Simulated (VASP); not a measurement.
Calculation: rev-vdW-DF2, VASP's PBE PAW potentials (set 64) (plane waves; VASP).

The input files of a VASP run:

INCAR:
```
! general
SYSTEM   = NaCl
PREC     = Accurate
ENCUT    = 520
LREAL    = .False.
LASPH    = .True.   ! aspherical one-centre terms

! electronic loop
EDIFF    = 1E-7
NELM     = 100   ! most electronic steps
ALGO     = Normal   ! blocked Davidson

! smearing
ISMEAR   = 0   ! Gaussian
SIGMA    = 0.05

! functional
GGA      = MK
LUSE_VDW = .True.
AGGAC    = 0.0
PARAM1   = 0.1234568
PARAM2   = 0.7114
ZAB_VDW  = -1.8867

! ions
ISIF     = 2

! output
LWAVE    = .False.
LCHARG   = .False.
```

**KPOINTS**
```
Automatic mesh
0
Gamma
8 8 8
0 0 0
```

**POSCAR**
```
NaCl
1
    0.0000000000     2.7512326892     2.7512326892
    2.7512326892     0.0000000000     2.7512326892
    2.7512326892     2.7512326892     0.0000000000
Na Cl
1 1
Direct
  0.0000000000   0.0000000000   0.0000000000
  0.5000000000   0.5000000000   0.5000000000
```

POTCAR, in this order: Na_pv Cl (PBE.64 set). Program: vasp_std.

### Question
Predict the energy per atom (σ→0), pressure, band gap (on the k-mesh).

### Answer

| Item | Value |
|---|---|
| energy per atom (σ→0) | -1.728 eV/atom |
| band gap (on the k-mesh) | 5.31 eV |
| pressure | 1.83 GPa |

### OSZICAR
```
...
DAV:   8    -0.345629639244E+01   -0.27070E-02   -0.65683E-03   674   0.100E+00    0.265E-01
DAV:   9    -0.345619991157E+01    0.96481E-04   -0.22402E-04   779   0.153E-01    0.108E-01
DAV:  10    -0.345625520824E+01   -0.55297E-04   -0.13360E-04   692   0.117E-01    0.219E-02
DAV:  11    -0.345625197123E+01    0.32370E-05   -0.12018E-05   734   0.392E-02    0.420E-03
DAV:  12    -0.345625220823E+01   -0.23700E-06   -0.55888E-07   698   0.915E-03    0.117E-03
DAV:  13    -0.345625236825E+01   -0.16002E-06   -0.85157E-08   664   0.242E-03    0.147E-03
DAV:  14    -0.345625233476E+01    0.33495E-07   -0.98224E-09   361   0.703E-04
   1 F= -.34562523E+01 E0= -.34562523E+01  d E =-.189048E-10
```

The compound is NaCl in the rock salt structure. This cell is one point of a volume scan, at 0.94 of the reference volume.
